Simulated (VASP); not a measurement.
Data:

```xyz
2
Lattice="0.0000 3.0511 3.0511 3.0511 0.0000 3.0511 3.0511 3.0511 0.0000" Properties=species:S:1:pos:R:3 pbc="T T T"
Cu     0.0000     0.0000     0.0000
I      1.5255     1.5255     1.5255
```

Calculation: r2SCAN+rVV10, VASP's PBE PAW potentials (set 64) (plane waves; VASP). Settings: 520 eV cut-off, 8×8×8 Γ-centred mesh, Gaussian smearing of 0.050 eV, potentials Cu I.

Task: Give the stress tensor in GPa (positive for a compressed cell).

Result: 
```
-2.34   0.00   0.00
 0.00  -2.34   0.00
 0.00   0.00  -2.34
```
The pressure is its mean diagonal, -2.34 GPa.

The compound is CuI in the zinc blende structure. This cell is one point of a volume scan, at 1.06 of the reference volume.
